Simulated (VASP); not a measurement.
Data:

```yaml
crystal:
  lattice:
    - [4.63968, 0.00000, 0.00000]
    - [0.00000, 4.63968, 0.00000]
    - [0.00000, 0.00000, 3.09383]
  atoms:
    - { symbol: Zn, position: [0.00000, 0.00000, 0.00000] }
    - { symbol: Zn, position: [0.50000, 0.50000, 0.50000] }
    - { symbol: F, position: [0.30322, 0.30322, 0.00000] }
    - { symbol: F, position: [0.80322, 0.19678, 0.50000] }
    - { symbol: F, position: [0.19678, 0.80322, 0.50000] }
    - { symbol: F, position: [0.69678, 0.69678, 0.00000] }
```

These are LDA (Ceperley-Alder, Perdew-Zunger), VASP's LDA PAW potentials (set 64) (plane waves; VASP) values and carry that method's errors. Numerical set-up: 520 eV cut-off, Gaussian smearing of 0.050 eV, potentials Zn F.

What does the run give for the band gap (along the path) with the smallest direct gap where there is one?

The band gap (along the path) is 3.39 eV and the smallest direct gap (along the path) is 3.39 eV.

The absolute energy has meaning only against runs of the same code, potentials and settings.

The compound is ZnF2 in the rutile structure. It was relaxed first.
